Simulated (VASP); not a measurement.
A convergence study with VASP on BaS (rock salt): one setting is varied, all else stays as given below, so the limit is that of these other settings. ε∞ is the independent-particle value.

```
CELL_PARAMETERS angstrom
      0.00000     3.19500     3.19500
      3.19500     0.00000     3.19500
      3.19500     3.19500     0.00000
ATOMIC_POSITIONS crystal
  Ba 0.00000 0.00000 0.00000
  S  0.50000 0.50000 0.50000
```

Method: PBE GGA, VASP's PBE PAW potentials (set 64) (plane waves; VASP 6.6.1). The tightest run used: 550 eV cut-off, 6×6×6 Γ-centred mesh, Gaussian smearing of 0.050 eV, potentials Ba_sv S.

The reference is NBANDS = 136, which took about 3 core-minutes. Costs are core time on shared hosts, one run each; read them as rough ratios.

Q: Of the settings NBANDS = 9; NBANDS = 10; NBANDS = 12; NBANDS = 16; NBANDS = 24; NBANDS = 40; NBANDS = 72; NBANDS = 136, which is the lowest that keeps the difference from the reference in mean ε∞ within 0.1 from there on, and what does it cost?

A: NBANDS = 24; its cost over the reference is about 1/3.
```csv
setting,difference in mean ε∞,cost over the reference
NBANDS = 9,3.00,about 1/8
NBANDS = 10,2.21,about 1/9
NBANDS = 12,1.09,about 1/8
NBANDS = 16,0.21,about 1/6
NBANDS = 24,0.02,about 1/3
NBANDS = 40,0.00,about 1/3
NBANDS = 72,0.00,within a factor of 2
NBANDS = 136,0.00,reference
```

Left out are rungs that failed or repeat a setting and relaxations that didn't move; long series are thinned to 24 rows.

The compound is BaS in the rock salt structure. The cell was not relaxed at this level.
